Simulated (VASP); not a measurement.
Crystal: InGa7As8.

```
CELL_PARAMETERS angstrom
-5.70149 5.70149 0.00000
-5.70149 0.00000 5.70149
0.00000 5.70149 5.70149
ATOMIC_POSITIONS crystal
In 0.00000 0.00000 0.00000
Ga 0.50000 0.00000 0.00000
Ga 0.00000 0.50000 0.00000
Ga 0.00000 0.00000 0.50000
Ga 0.50000 0.50000 0.00000
Ga 0.50000 0.00000 0.50000
Ga 0.00000 0.50000 0.50000
Ga 0.50000 0.50000 0.50000
As 0.87500 0.87500 0.37500
As 0.37500 0.87500 0.37500
As 0.87500 0.37500 0.37500
As 0.87500 0.87500 0.87500
As 0.37500 0.37500 0.37500
As 0.37500 0.87500 0.87500
As 0.87500 0.37500 0.87500
As 0.37500 0.37500 0.87500
```

The cell was built by a generator and needn't be a form met in nature.

| Quantity | Value |
| --- | --- |
| Program | VASP 6.6.1 |
| Task | relaxation of cell and atoms |
| Functional | PBEsol |
| Potentials or basis | VASP PAW PBE potentials, release 64 (In_d, Ga_d, As) |
| Cutoff | 600 eV |
| k mesh | 6 × 6 × 6 |
| Occupations | gaussian, width 0.03 eV |
| Spin | no spin polarisation |

At the start: pressure 1.0 GPa; volume 23.17 Å³/atom.

How do energy, volume and symmetry change on relaxing?

Over 11 steps the energy falls by 17.6 meV/atom and the volume is 23.37 Å³/atom (+0.9 %); space group F-43m (No. 216, to 0.05 Å).

Step by step:
```tsv
step	energy change (eV)	largest force (eV/Å)	pressure (GPa)	volume (Å³)
1	0.0000	1.4873	0.99	370.68
2	-0.2572	0.3070	-0.69	378.41
3	-0.2612	0.1591	-0.91	379.54
4	-0.2803	0.0540	0.28	372.78
5	-0.2813	0.0530	0.03	374.06
6	-0.2812	0.0535	-0.02	374.17
7	-0.2818	0.0218	-0.02	374.17
8	-0.2820	0.0137	-0.03	374.18
9	-0.2820	0.0137	-0.02	374.18
10	-0.2820	0.0137	-0.02	374.18
11	-0.2820	0.0037	0.03	373.98
```

Final structure:
```
CELL_PARAMETERS angstrom
-5.71840 5.71840 0.00000
-5.71840 0.00000 5.71840
0.00000 5.71840 5.71840
ATOMIC_POSITIONS crystal
In 0.00000 0.00000 0.00000
Ga 0.49990 0.00010 0.00010
Ga 0.00010 0.49990 0.00010
Ga 0.00010 0.00010 0.49990
Ga 0.49990 0.49990 0.00010
Ga 0.49990 0.00010 0.49990
Ga 0.00010 0.49990 0.49990
Ga 0.50000 0.50000 0.50000
As 0.87016 0.87016 0.38952
As 0.37500 0.87500 0.37500
As 0.87500 0.37500 0.37500
As 0.87016 0.87016 0.87016
As 0.37500 0.37500 0.37500
As 0.38952 0.87016 0.87016
As 0.87016 0.38952 0.87016
As 0.37500 0.37500 0.87500
```

Caveat: the PAW data sets were made with another functional, which shifts forces and pressure a little.
